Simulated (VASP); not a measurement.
Runs of VASP 6.6.1 on TiN (Osbornite). The structure is cubic, space group Fm-3m (No. 225). Conventional cell: a = 4.238 Å, b = 4.238 Å, c = 4.238 Å, α = 90.00°, β = 90.00°, γ = 90.00°. Ti (site symmetry m-3m) is surrounded by 6 N at 2.12 Å. Around N (site symmetry m-3m) lie 6 Ti at 2.12 Å. 

| level | potentials or basis | k mesh | grid for exact exchange (PRECFOCK) | screening parameter | mesh quality | gap on the mesh (eV) | pressure (GPa) | moment (μB) |
| --- | --- | --- | --- | --- | --- | --- | --- | --- |
| HSE06 | VASP PAW PBE potentials, release 64 (Ti_sv, N) | 7 × 7 × 7 | Fast | 0.2 1/A | coarse | none | -6.2 | 0.00 |
| LDA | VASP PAW LDA potentials, release 64 (Ti_sv, N) | 12 × 12 × 12 | - | - | not flagged | none | (b) | 0.00 |
| r2SCAN | VASP PAW PBE potentials, release 64 (Ti_sv, N) | 12 × 12 × 12 | - | - | not flagged | none | (a) | 0.00 |
| PBE | VASP PAW PBE potentials, release 64 (Ti_sv, N) | 12 × 12 × 12 | - | - | not flagged | none | 2.2 | 0.00 |
| PBEsol | VASP PAW PBE potentials, release 64 (Ti_sv, N) | 12 × 12 × 12 | - | - | not flagged | none | -6.5 | 0.00 |

Alike in all rows: task single point; spin collinear, ferromagnetic start; cell as given; cutoff (eV) 520; smearing fermi-dirac 0.05 eV.

Task: Fill in the values left out.

Result: (a) 0.4; (b) -12.8.

Caveats: some runs use coarse meshes; the PAW data sets were made with another functional, which shifts forces and pressure a little (some runs).

A gap of «none» marks a metal or a gap under the smearing width.
